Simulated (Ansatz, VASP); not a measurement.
# GaGe, level by level in two programs

```
Ge Ga
1.0
     0.00000    2.95468    2.95468
     2.95468    0.00000    2.95468
     2.95468    2.95468    0.00000
Ge Ga
1 1
Direct
  0.00000 0.00000 0.00000
  0.25000 0.25000 0.25000
```

Change from the starting cell: volume scaled by 1.06.

Single points on this cell with VASP 6.6.1 and Ansatz 0.2.0. Each row is one pair of runs. Alike in all rows: spin: off; k mesh: 8 × 8 × 8; smearing: fermi-dirac, width 0.05 eV; VASP's potentials, cutoff: VASP PAW PBE potentials, release 64 (Ge_d, Ga_d), 520 eV.

```tsv
level	Ansatz's potentials, cutoff	gap on the k mesh at the Fermi level (eV), VASP	gap on the k mesh at the Fermi level (eV), Ansatz	pressure (GPa), VASP	pressure (GPa), Ansatz
PBE	Ansatz PAW, 420 eV	none	none	-2.2	-2.3
PBE	Ansatz PAW earlier set, 1300 eV	none	none	-2.2	-2.3
PBE	JTH PAW, 3600 eV	none	none	-2.2	-2.2
PBE	SPMS NC, 925 eV	none	none	-2.2	-2.2
PBE	PseudoDojo standard (PBE files), 1088 eV	none	none	-2.2	-2.2
PBE	PseudoDojo stringent (PBE files), 1687 eV	none	none	-2.2	-2.3
PBE	Ansatz NC, 1088 eV	none	none	-2.2	-2.2
PBEsol	Ansatz PAW, 420 eV	?	none	?	-4.6
```

Problem. Fill in what VASP gave in row 8.

Solution. gap on the k mesh at the Fermi level (eV): none; pressure (GPa): -4.7.

A gap of «none» marks a metal or a gap that the smearing closes.

Caveats: the PAW data sets were made with another functional, which shifts forces and pressure a little (VASP); the PAW data sets come from PBE, with cores solved anew for the run's functional, which leaves a small shift of forces and pressure (Ansatz).
